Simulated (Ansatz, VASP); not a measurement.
**Cross-check of PtSe2 between VASP and Ansatz**

Wanted: the spread between two codes on one cell, functional and k mesh. The cell is taken from a series of runs on this material, whose earlier steps may have relaxed, scaled, displaced or heated it; both programs get it as it stands.

Main program and level: Ansatz 0.2.0; plane waves, with VASP 6.6.1 beside it; single point at PBE.

## (1) Set-up

The cell holds 3 atoms: 1 Pt and 2 Se. Its edges and angles: a = 3.750 Å, b = 3.750 Å, c = 30.062 Å, α = 90.0°, β = 90.0°, γ = 120.0°. Vacuum lies along c.

Structure file:

```
Pt Se
1.0
     3.75045    0.00000    0.00000
    -1.87523    3.24799    0.00000
     0.00000    0.00000   30.06206
Pt Se
1 2
Cartesian
  0.0000 0.0000 9.0000
  0.0000 2.1653 10.3055
  1.8752 1.0827 7.6945
```

## (2) VASP: single point, PBE

With cell and atoms fixed, the geometry can't cause a difference; cores, projectors, grids and the points listed under the comparison can.

Lines of VASP's logs that name or quote its potential files are left out, and so is its time.

INCAR

```
SYSTEM = PtSe2
PREC = Accurate
ENCUT = 400
EDIFF = 1E-06
NELM = 120
ISMEAR = -1
SIGMA = 0.02
LREAL = .FALSE.
ALGO = Normal
GGA = PE
NBANDS = 17
LASPH = .TRUE.
LORBIT = 11
LWAVE = .FALSE.
LCHARG = .FALSE.
ISIF = 2
LDIPOL = .TRUE.
IDIPOL = 3
DIPOL = 0.5 0.5 0.299
LVHAR = .TRUE.
GGA_COMPAT = .FALSE.
EFERMI = MIDGAP
NELMDL = -8
```

POSCAR

```
PtSe2
1.0
    3.7504539886      0.0000000000      0.0000000000
   -1.8752269943      3.2479884299      0.0000000000
    0.0000000000      0.0000000000     30.0620632936
Pt Se
1 2
Direct
    0.0000000000      0.0000000000      0.2993806484
    0.3333333333      0.6666666667      0.3428075460
    0.6666666667      0.3333333333      0.2559537508
```

KPOINTS

```
Automatic mesh
0
Gamma
12 12 1
0 0 0
```

The projector-augmented-wave data sets are Pt and Se (PBE family, release 64).

Launch:

```
mpirun -np 1 vasp_std
```

Numbers of over 12 decimals in the logs are rounded to 6 here.

Output:

```text
[banner, memory and clock lines left out]
running    1 mpi-ranks, on    1 nodes
 distrk:  each k-point on    1 cores,    1 groups
 distr:  one band on    1 cores,    1 groups

 POSCAR found type information on POSCAR PtSe
 POSCAR found :  2 types and       3 ions
 LDA part: xc-table for (Slater+PW92), standard interpolation
 POSCAR, INCAR and KPOINTS ok, starting setup
 FFT: planning ... GRIDC
 FFT: planning ... GRID_SOFT
 FFT: planning ... GRID
 WAVECAR not read
 entering main loop
       N       E                     dE             d eps       ncg     rms          rms(c)
DAV:   1     0.163128463167E+03    0.16313E+03   -0.59720E+03   646   0.735E+02
DAV:   2     0.345896573124E+01   -0.15967E+03   -0.15215E+03  1137   0.147E+02
DAV:   3    -0.148760295085E+02   -0.18335E+02   -0.18253E+02   806   0.650E+01
DAV:   4    -0.151444128107E+02   -0.26838E+00   -0.26788E+00   813   0.943E+00
DAV:   5    -0.151488916890E+02   -0.44789E-02   -0.44780E-02   903   0.116E+00
DAV:   6    -0.151490241037E+02   -0.13241E-03   -0.13241E-03   886   0.186E-01
DAV:   7    -0.151490289140E+02   -0.48104E-05   -0.48103E-05   953   0.301E-02
DAV:   8    -0.151490291102E+02   -0.19617E-06   -0.19616E-06   782   0.530E-03    0.119E+01
DAV:   9    -0.145153200018E+02    0.63371E+00   -0.49434E+00   750   0.202E+01    0.673E+00
DAV:  10    -0.143493459731E+02    0.16597E+00   -0.14589E+00   738   0.115E+01    0.310E+00
DAV:  11    -0.142993733462E+02    0.49973E-01   -0.11071E-01   813   0.321E+00    0.706E-01
DAV:  12    -0.142957605634E+02    0.36128E-02   -0.27292E-02   885   0.136E+00    0.210E-01
DAV:  13    -0.142958936626E+02   -0.13310E-03   -0.13835E-03   800   0.249E-01    0.192E-01
DAV:  14    -0.142961582028E+02   -0.26454E-03   -0.31667E-04   823   0.158E-01    0.164E-01
[...]
DAV:  19    -0.142960976385E+02   -0.24417E-04   -0.10115E-04   694   0.472E-02    0.305E-02
DAV:  20    -0.142961121921E+02   -0.14554E-04   -0.15353E-06   665   0.636E-03    0.318E-02
DAV:  21    -0.142961273421E+02   -0.15150E-04   -0.14014E-05   730   0.180E-02    0.239E-03
DAV:  22    -0.142961343673E+02   -0.70253E-05   -0.55087E-07   665   0.397E-03    0.143E-03
DAV:  23    -0.142961423792E+02   -0.80119E-05   -0.42303E-07   615   0.254E-03    0.292E-03
DAV:  24    -0.142961450665E+02   -0.26873E-05   -0.10650E-07   670   0.137E-03    0.105E-03
DAV:  25    -0.142961467221E+02   -0.16555E-05   -0.18032E-07   658   0.186E-03    0.171E-03
DAV:  26    -0.142961472927E+02   -0.57060E-06   -0.37083E-08   681   0.978E-04
   1 F= -.14296147E+02 E0= -.14296147E+02  d E =-.146852E-15
```

From OUTCAR (step 2):

```text
ion  position               nearest neighbor table
   1  0.000  0.000  0.299-   2 2.53   3 2.53   3 2.53   2 2.53   3 2.53   2 2.53
   2  0.333  0.667  0.343-   1 2.53   1 2.53   1 2.53
   3  0.667  0.333  0.256-   1 2.53   1 2.53   1 2.53

  LATTYP: Found a hexagonal cell.
 ALAT       =     3.7504539886
 C/A-ratio  =     8.0155798165

 Subroutine GETGRP returns: Found 12 space group operations
 (whereof  6 operations were pure point group operations)

The static configuration has the point symmetry C_3v.
 The point group associated with its full space group is D_3d.

 Found     19 irreducible k-points:

   k-points           NKPTS =     19   k-points in BZ     NKDIM =     19   number of bands    NBANDS=     17

   dimension x,y,z NGX =    24 NGY =   24 NGZ =  196
   dimension x,y,z NGXF=    48 NGYF=   48 NGZF=  392

   ENCUT  =  400.0 eV  29.40 Ry    5.42 a.u.   6.12  6.12 49.02*2*pi/ulx,y,z

   NELECT =      22.0000    total number of electrons

 k-points in reciprocal lattice and weights: Automatic mesh
   0.00000000  0.00000000  0.00000000       0.007
   0.08333333  0.00000000  0.00000000       0.042
   0.16666667  0.00000000  0.00000000       0.042
   0.25000000  0.00000000  0.00000000       0.042
   0.33333333  0.00000000  0.00000000       0.042
   0.41666667  0.00000000  0.00000000       0.042
   0.50000000  0.00000000  0.00000000       0.021
   0.08333333  0.08333333  0.00000000       0.042
   0.16666667  0.08333333  0.00000000       0.083
[...]
0.33333333  0.25000000  0.00000000       0.083
   0.33333333  0.33333333  0.00000000       0.014

 dipolmoment           0.000000      0.000000      0.000002 electrons x Angstroem

 average (electrostatic) potential at core
       1 -77.9482       2 -61.9261       3 -61.9261

 E-fermi :  -3.1941

 k-point     1 :       0.0000    0.0000    0.0000
  band No.  band energies     occupation
    ...
      7      -6.6589      2.00000
      8      -5.0679      2.00000
      9      -4.4332      2.00000
     10      -3.8948      2.00000
     11      -3.8948      2.00000
     12      -0.9392      0.00000
     13      -0.9392      0.00000
     14       0.6362      0.00000
     15       1.3793      0.00000
     16       1.7089      0.00000
    ...

 k-point     2 :       0.0833    0.0000    0.0000
  band No.  band energies     occupation
    ...
      7      -6.7136      2.00000
      8      -5.3242      2.00000
      9      -4.3046      2.00000
     10      -3.9304      2.00000
     11      -3.8933      2.00000
     12      -1.4194      0.00000
     13      -1.0487      0.00000
     14       0.9007      0.00000
     15       1.5100      0.00000
     16       1.9386      0.00000
    ...

 k-point     3 :       0.1667    0.0000    0.0000
  band No.  band energies     occupation
    ...
      7      -6.8270      2.00000
      8      -5.7832      2.00000
      9      -4.0803      2.00000
     10      -4.0203      2.00000
     11      -3.9690      2.00000
     12      -2.2310      0.00000
     13      -1.2458      0.00000
     14       1.4622      0.00000
     15       1.7895      0.00000
     16       2.2539      0.00000
    ...

  Total       -0.0482034     -0.0482034      0.0059210      0.0000000      0.0000000     -0.0000000
  in kB       -0.2108972     -0.2108972      0.0259051      0.0000000      0.0000000     -0.0000000
  external PRESSURE =      -0.1319631 kB  Pullay stress =       0.0000000 kB

  energy-cutoff  :      400.00
  volume of cell :      366.20
      direct lattice vectors                 reciprocal lattice vectors
     3.750453989  0.000000000  0.000000000     0.266634387  0.153941435  0.000000000
    -1.875226994  3.247988430  0.000000000     0.000000000  0.307882870  0.000000000
     0.000000000  0.000000000 30.062063294     0.000000000  0.000000000  0.033264516

 POSITION                                       TOTAL-FORCE (eV/Angst)
 -----------------------------------------------------------------------------------
      0.00000      0.00000      9.00000         0.000000     -0.000000     -0.000000
     -0.00000      2.16533     10.30550         0.000000     -0.000000      0.013144
      1.87523      1.08266      7.69450        -0.000000      0.000000     -0.013144
 -----------------------------------------------------------------------------------
    total drift:                                0.000000     -0.000000     -0.000007

  FREE ENERGIE OF THE ION-ELECTRON SYSTEM (eV)
  ---------------------------------------------------
  free  energy   TOTEN  =       -14.2961472927 eV

  energy  without entropy=      -14.2961472927  energy(sigma->0) =      -14.29614729

 vacuum level on the upper side and lower side of the slab         1.845         1.845

 total charge
# of ion       s       p       d       tot
------------------------------------------
    1        0.670   0.682   7.984   9.335
    2        1.477   2.240   0.055   3.772
    3        1.477   2.240   0.055   3.772
--------------------------------------------------
tot          3.624   5.162   8.094  16.880

[... 3 further parts left out ...]
```

## (3) Ansatz: single point, PBE

Ansatz runs on its default PAW (the set named soft_2) files.

The same cell, functional, mesh and smearing now go to Ansatz, which takes its cutoff from its data sets.

input.yaml

```yaml
crystal:
  lattice:
    - [3.7504539886, 0.0, 0.0]
    - [-1.8752269943, 3.2479884299, 0.0]
    - [0.0, 0.0, 30.0620632936]
  atoms:
    - { symbol: Pt, position: [0.0, 0.0, 0.2993806484] }
    - { symbol: Se, position: [0.3333333333, 0.6666666667, 0.3428075459] }
    - { symbol: Se, position: [0.6666666667, 0.3333333333, 0.2559537508] }
  periodic: [true, true, false]
kpoints:
  mp_grid: { grid: [12, 12, 1] }
  band_path:
    path:
      - [0, 0, 0]
      - [0.5, 0, 0]
      - [0.3333333333333, 0.3333333333333, 0]
      - [0, 0, 0]
    npoints: 10
hamiltonian:
  xc: pbe
scf:
  occupations: { method: fermi_dirac, width: 0.02 }
  n_extra_bands: 5
output:
  eigenvalues: true
  forces: true
  stress: true
  write_density: true
  write_potential: true
  elf: true
  volumetric_format: npy
```

Launch:

```
ansatz run input.yaml --threads 3 --pin off --max-ram 92160MiB --backend cuda --devices 1 --max-vram 13GiB --events-out ev --progress --plain --runs-dir out
```

Output:

```text
scf.n_extra_bands = 5 over 25 filled bands (N_el = 50.0): the run solves 30 bands
GPUs: using 1 of 1 available (devices: 1).
Engine: ansatz 0.2.0, x86_64-unknown-linux-gnu
Pseudopotentials: kind: paw
Pseudopotential: Pt, paw, valence charge 18, recommended cutoff 420 eV (normal), Pt.paw.azcp
Pseudopotential: Se, paw, valence charge 16, recommended cutoff 420 eV (normal), Se.paw.azcp
Functional definition: PBE
  parameter kappa = 0.804
  parameter beta = 0.066725
  exchange = pbe_x(kappa = kappa, mu = beta*pi^2/3)
  correlation = pbe_c(beta = beta)
device memory: the entry about to start is reckoned to put 3.0 GiB on a device that reports 42.1 GiB free (of which the cap on the GPU budget leaves the run 13.0 GiB)
GPU FFT provider: cuFFT
GPU libraries: cuBLAS 13.8.2, cuFFT 12.4.0, cuSOLVER 12.3.4
Crystal: 3 atoms, lattice volume = 366.199 Å³
Basis set: ecut = 420 eV, 7157 PW (Γ), exchange–correlation on 54×54×432 points (8 copies of the dense FFT grid, shifted against one another)
Bands: 30, of which v1, the nominal top of the filled ones, is band 25 counted from 1 (24 counted from 0)
Symmetry: 12 space group operations
Space group: P-3m1 (ITA 164), of the structure as read, at distance tolerance 7.2e-5 Å
k-points: 19 of 144
Non-local potential: Pt, projectors of the file, l = 0: 3, l = 1: 2, l = 2: 2, l = 3: 1
Non-local potential: Se, projectors of the file, l = 0: 2, l = 1: 2, l = 2: 3, l = 3: 1
PAW form: soft (Blöchl's): semilocal exchange-correlation on the pseudo side does not see the compensation charge
PAW one-centre angular grid: Pt, 590 points (default); XC on 64 Gauss nodes
PAW one-centre angular grid: Se, 590 points (default); XC on 64 Gauss nodes
Initial density: superposition of atomic densities (neutral atoms: chi_scale 0, normalization atom), corrected by the library's trained network
Initial wavefunctions: pseudopotential atomic-orbital guess
GPU buffer pool allocated for 157464 grid points (all kernels)
GPU transforms: local potential and band sums: pruned to the plane-wave sphere, on 25×25×216
Functional: x = pbe(κ = 0.804, μ = 0.219515), c = pbe(β = 0.066725)
SCF iter   1: F=—  HF=-23462.364137 eV  |F-HF|=—  |Δ(HF+E_count)|=         —  Δρ=1.25e-3  dr2=5.61e-3  ethr=1.77e-3  ⟨swp⟩=13.8  Hψ=3593  notcnv=0
preconditioner: auto → Resta (q_TF=auto, 1.958 Å⁻¹)  ε∞=2.0  [insulator: Δε(μ)=1.412 eV  Ē_g=9.283 eV  σ=0.020 eV  W_gap=1.00  n_scr=36 (ndim 8)  ℏωp=9.1 eV  f_vac=0.793  D(μ)=0.00/eV (n_scr^D=0)  ε∞_Penn≈2.0  vacuum switching on, ρ_ref=6.2e-3 e/Å³]
SCF iter   2: F=—  HF=-23462.359677 eV  |F-HF|=—  |Δ(HF+E_count)|=   4.46e-3  Δρ=7.24e-4  dr2=3.15e-3  ethr=1.12e-5  ⟨swp⟩=4.2  Hψ=1648  notcnv=0  defer=19
SCF iter   3: F=—  HF=-23462.359444 eV  |F-HF|=—  |Δ(HF+E_count)|=   2.33e-4  Δρ=3.78e-4  dr2=3.57e-4  ethr=6.31e-6  ⟨swp⟩=2.9  Hψ=875  notcnv=0  defer=19
SCF iter   4: F=—  HF=-23462.359492 eV  |F-HF|=—  |Δ(HF+E_count)|=   4.83e-5  Δρ=8.94e-5  dr2=2.20e-5  ethr=7.14e-7  ⟨swp⟩=3.3  Hψ=1059  notcnv=0  defer=19
SCF iter   5: F=—  HF=-23462.359829 eV  |F-HF|=—  |Δ(HF+E_count)|=   3.37e-4  Δρ=1.76e-5  dr2=5.88e-7  ethr=4.40e-8  ⟨swp⟩=3.1  Hψ=978  notcnv=0  defer=19
SCF iter   6: F=-23462.359831 eV  HF=-23462.359831 eV  |F-HF|=6.48e-8  |Δ(HF+E_count)|=   1.54e-6  Δρ=4.38e-6  dr2=4.58e-8  ethr=2.00e-10  ⟨swp⟩=25.6  Hψ=6524  notcnv=0
SCF 1 converged in 6 iterations: F = -23462.359831 eV  dr2 = 4.58e-8
  greatest PAW one-centre occupation: 1.000 electrons in one spin orbital (limit 2), on the Pt atom at site 0 (counted from 0), in its partial waves of l = 0
device memory: the entry about to start is reckoned to put 3.3 GiB on a device that reports 45.9 GiB free (of which the cap on the GPU budget leaves the run 13.0 GiB)
NSCF: frozen V_eff on 31 k-points
WARN: The input density's exchange-correlation potential varies sharply where the density is thin. Do not read a vacuum level from v_tot or v_xc, or from such a field of the output density. On a cell that repeats whose density bears no net charge and no dipole along the vacuum's axis use v_es (v_loc + v_h of the components); under efield.dipole_correction with no amplitude use v_es + v_field, which holds any external [...]
SCF converged after 6 iterations
Free energy (F): -23462.359831 eV
Harris-Foulkes:  -23462.359831 eV  (|F-HF|=6.48e-8)
Internal energy: -23462.359831 eV  (E = F + TS)
E sigma→0 (E₀):  -23462.359831 eV
Fermi energy:    -5.022155 eV
--- Per-component energies (eV) ---
  E_band       = -1846.651266
  E_kinetic    = 872.325851
  E_local      = -121787.800805  (includes V_loc(G=0)·N_el)
  E_nonlocal   = -990.865656
  E_hartree    = 60205.410833
  E_xc         = -469.372543
  E_vxc        = -498.063720  (∫ρ·V_xc dr)
  E_paw        = -13277.745785  (= ΣΔE_a)
  E_vpaw       = 146.929558  (= ΣTr[D̂ρ^β])
  E_aug_tail   = -0.001008  (compensation charges beyond the density's cutoff)
  E_ewald      = 51985.689281
  E_smearing   = -0.000000  (= −TS)
  E_closure    = 0.000000  (closes the sum)
  Σ components = -23462.359831   (vs F -23462.359831, Δ=0.00e0)
--- Forces (eV/Å), atoms counted from 1 ---
  atom   1  Pt     0.00000000     0.00000000     0.00000000
  atom   2  Se     0.00000000    -0.00000000     0.01433464
  atom   3  Se    -0.00000000     0.00000000    -0.01433464
  max |Σ_I F_I| component: 0.00e0 eV/Å
--- 2D stress c σ (N/m, compression-positive) ---
       -0.018602       0.000000       0.000000
        0.000000      -0.018602       0.000000
        0.000000       0.000000       0.000000
  P = ½ c Tr σ = -0.0186 N/m
--- Band table (eV; the first three rows and the last of 19) ---
  k-point 0: bands = [... 21 lower, -6.9096, -6.2741, -5.7392, -5.7392, -2.7766, -2.7766, -1.2072 (-1.2072°), -0.4593, ... 1 higher]
  k-point 1: bands = [... 21 lower, -7.1665, -6.1457, -5.7729, -5.7372, -3.2569, -2.8861, -0.9435 (-0.9437°), -0.3292, ... 1 higher]
  k-point 2: bands = [... 21 lower, -7.6247, -5.9202, -5.8633, -5.8116, -4.0668, -3.0834, -0.3828 (-0.3833°), -0.0509, ... 1 higher]
  k-point 18: bands = [... 21 lower, -8.1874, -7.8829, -6.6697, -6.6697, -3.9115, -3.9115, 0.3833, 2.4510, ... 1 higher]
  ° read free of the cell's end (the report's vacuum.weakly_bound_levels)
```

The column dr2 measures how far the density is from self-consistency, as an energy; F and HF (Harris–Foulkes) agree once it is small.

## (4) Comparison

Known differences besides the potentials themselves: Ansatz cuts the interaction across the vacuum, VASP repeats the sheet with a dipole correction; the data sets hold 50 valence electrons in Ansatz (on its default PAW (the set named soft_2) files) and 22 in VASP; the cutoff is 420 eV in Ansatz and 400 eV in VASP. Total energies have different zeros and are not compared.

The two programs side by side:

| quantity | Ansatz | VASP | difference |
| --- | --- | --- | --- |
| gap on the k mesh (eV) | 1.410 | 1.399 | +0.011 |

A gap on the mesh is an upper bound, since the band edges may lie between its points; neither run holds spin-orbit coupling, which can move the band edges of a compound of Pt. With vacuum in the cell, a pressure given here is an average over mostly empty space and none of the material.

## (5) What came out

| Property | Result |
| --- | --- |
| difference in gap on the k mesh (single point, PBE) | 0.011 eV |

**Reading.** The difference in gap on the k mesh is 0.011 eV (single point, PBE), within the 0.08 eV picked in this series as the mark of a large difference. The data sets hold unlike numbers of valence electrons (50 in Ansatz and 22 in VASP), so part of the differences comes from the potentials. How closely two codes agree says nothing of how well the functional describes the real material.

[Lines on the potential files, build, host, timing and source positions are cut from VASP's logs without a mark.]

[Logs are printed without paths, hosts, clocks, repeated set-up lines and the standing remarks that a program may print on its own settings, such as how far it seeks lower states.]

[Hosts, paths, dates, database ids (printed as entryN), source tags and the programs' standing remarks are cut or masked in the printed files.]
